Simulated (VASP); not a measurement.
Calculation: PBE GGA with D3 dispersion (Becke-Johnson damping), VASP's PBE PAW potentials (set 64) (plane waves; VASP).

Input for VASP

### POSCAR
```
BN
1
    1.2837456256    -2.2235128680     0.0000000000
    1.2837456256     2.2235128680     0.0000000000
    0.0000000000     0.0000000000     4.2458763626
B N
2 2
Direct
  0.6666670000   0.3333330000   0.5002225297
  0.3333330000   0.6666670000   0.0002225297
  0.6666670000   0.3333330000   0.8747774703
  0.3333330000   0.6666670000   0.3747774703
```

**INCAR**
```
SYSTEM=BN
PREC=Accurate; ENCUT=520; LREAL=F
LASPH=T
EDIFF=1E-7; NELM=100; ALGO=Normal
ISMEAR=0; SIGMA=0.05
GGA=PE; IVDW=12
IBRION=2; NSW=30; ISIF=4
EDIFFG=-0.01
LWAVE=F; LCHARG=F
```

File KPOINTS:
```
Automatic mesh
0
Gamma
10 10 5
0 0 0
```

POTCAR, in this order: B N (PBE.64 set). Program: vasp_std.

Output of the run:

File OSZICAR:
```
       N       E                     dE             d eps       ncg     rms          rms(c)
DAV:   1     0.495740302337E+02    0.49574E+02   -0.87060E+03  1008   0.129E+03
DAV:   2    -0.342111159884E+02   -0.83785E+02   -0.78676E+02  1444   0.268E+02
DAV:   3    -0.366786235313E+02   -0.24675E+01   -0.24575E+01  1344   0.461E+01
DAV:   4    -0.366934745320E+02   -0.14851E-01   -0.14843E-01  1248   0.371E+00
DAV:   5    -0.366936582308E+02   -0.18370E-03   -0.18366E-03  1324   0.384E-01    0.929E+00
DAV:   6    -0.349823376850E+02    0.17113E+01   -0.48031E+00  1244   0.181E+01    0.444E+00
DAV:   7    -0.348559581094E+02    0.12638E+00   -0.21151E-01  1204   0.454E+00    0.268E+00
DAV:   8    -0.348280596635E+02    0.27898E-01   -0.71259E-02  1100   0.249E+00    0.221E-01
DAV:   9    -0.348272319832E+02    0.82768E-03   -0.21141E-03  1316   0.481E-01    0.118E-01
DAV:  10    -0.348274768700E+02   -0.24489E-03   -0.41360E-04  1164   0.200E-01    0.268E-02
DAV:  11    -0.348274821815E+02   -0.53116E-05   -0.72031E-05  1280   0.735E-02    0.134E-02
DAV:  12    -0.348274831922E+02   -0.10107E-05   -0.98761E-06  1272   0.309E-02    0.224E-03
DAV:  13    -0.348274833470E+02   -0.15486E-06   -0.23785E-07  1032   0.555E-03    0.560E-04
DAV:  14    -0.348274833558E+02   -0.87712E-08   -0.15457E-08   672   0.143E-03
   1 F= -.35642938E+02 E0= -.35642938E+02  d E =-.356429E+02
       N       E                     dE             d eps       ncg     rms          rms(c)
DAV:   1    -0.348274696441E+02    0.13703E-04   -0.63461E-03  1132   0.763E-01    0.145E-02
DAV:   2    -0.348274767173E+02   -0.70732E-05   -0.86402E-05  1272   0.897E-02    0.894E-03
DAV:   3    -0.348274756161E+02    0.11012E-05   -0.15083E-06  1268   0.139E-02    0.361E-03
DAV:   4    -0.348274755761E+02    0.40010E-07   -0.85075E-07  1312   0.890E-03
   2 F= -.35642935E+02 E0= -.35642935E+02  d E =0.302868E-05
       N       E                     dE             d eps       ncg     rms          rms(c)
DAV:   1    -0.348274930148E+02   -0.17399E-04   -0.17065E-03  1124   0.395E-01    0.732E-03
DAV:   2    -0.348274949514E+02   -0.19366E-05   -0.23152E-05  1276   0.465E-02    0.457E-03
DAV:   3    -0.348274946406E+02    0.31084E-06   -0.37623E-07  1248   0.690E-03    0.190E-03
DAV:   4    -0.348274946102E+02    0.30409E-07   -0.21466E-07  1096   0.457E-03
   3 F= -.35642952E+02 E0= -.35642952E+02  d E =-.135212E-04
```

**OUTCAR**
```
------------------------ aborting loop because EDIFF is reached ----------------------------------------
 Edisp (eV)   -0.81546
  FORCE on cell =-STRESS in cart. coord.  units (eV):
  Direction    XX          YY          ZZ          XY          YZ          ZX
  --------------------------------------------------------------------------------------
  Total      -1.61948    -1.61948    -1.62175     0.00000    -0.00000     0.00000
  in kB    -107.04579  -107.04581  -107.19576     0.00000    -0.00000     0.00000
  external pressure =     -107.10 kB  Pullay stress =        0.00 kB
  volume of cell :       24.24
      direct lattice vectors                 reciprocal lattice vectors
     1.283781819 -2.223575553  0.000000000     0.389474280 -0.224863059  0.000000000
     1.283781819  2.223575553 -0.000000000     0.389474280  0.224863059  0.000000000
    -0.000000000  0.000000000  4.245636967     0.000000000  0.000000000  0.235535918
  FREE ENERGIE OF THE ION-ELECTRON SYSTEM (eV)
  ---------------------------------------------------
  free  energy   TOTEN  =       -35.6429520026 eV

  energy  without entropy=      -35.6429520026  energy(sigma->0) =      -35.64295200

 reached required accuracy - stopping structural energy minimisation
```
(Selected blocks of OUTCAR.)

### CONTCAR
```
BN
   1.00000000000000
     1.2837818191500598   -2.2235755529604910    0.0000000000000000
     1.2837818191500598    2.2235755529604910   -0.0000000000000000
    -0.0000000000000000    0.0000000000000000    4.2456369665767912
  B               N
     2     2
Direct
     0.6666669999999968    0.3333330000000032    0.5001305103274599
     0.3333330000000032    0.6666669999999968    0.0001305103274599
     0.6666669999999968    0.3333330000000032    0.8748694896725401
     0.3333330000000032    0.6666669999999968    0.3748694896725401
```

File OUTCAR:
```
 val. band max:        7.2392072398   @ k =   0.0000   0.0000   0.0000

 cond. band min:      12.6686315215   @ k =   0.3000   0.3000   0.0000


 Fermi energy:         7.4821359663

 k-point     1 :       0.0000    0.0000    0.0000
  band No.  band energies     occupation
      1     -12.8708      2.00000
      2      -8.8328      2.00000
      3      -3.4334      2.00000
      4       5.1691      2.00000
      5       5.1691      2.00000
      6       6.9906      2.00000
      7       7.2392      2.00000
      8       7.2392      2.00000
      9      15.5126      0.00000
     10      15.5127      0.00000
     11      15.7016      0.00000
     12      16.4616      0.00000

 k-point     2 :       0.1000   -0.0000    0.0000
  band No.  band energies     occupation
      1     -12.6579      2.00000
      2      -8.6712      2.00000
      3      -3.2218      2.00000
      4       4.2137      2.00000
      5       4.7850      2.00000
      6       6.4409      2.00000
      7       6.7815      2.00000
      8       7.0187      2.00000
      9      15.1750      0.00000
     10      15.9279      0.00000
     11      16.0303      0.00000
     12      17.1492      0.00000

 k-point     3 :       0.2000   -0.0000    0.0000
  band No.  band energies     occupation
      1     -12.0297      2.00000
      2      -8.2211      2.00000
      3      -2.5997      2.00000
      4       2.0844      2.00000
      5       3.9554      2.00000
      6       4.5963      2.00000
      7       6.1500      2.00000
      8       6.4512      2.00000
      9      14.6754      0.00000
     10      16.4565      0.00000
     11      16.8111      0.00000
     12      17.9185      0.00000

 k-point     4 :       0.3000    0.0000    0.0000
  band No.  band energies     occupation
      1     -11.0276      2.00000
      2      -7.6344      2.00000
      3      -1.6169      2.00000
      4      -0.1701      2.00000
      5       2.4759      2.00000
      6       3.1372      2.00000
...
```

The compound is BN in the wurtzite structure, a metastable high-pressure form. This cell is one point of a volume scan, at 1.03 of the reference volume. Symmetry was kept, so distortions that lower it aren't found.
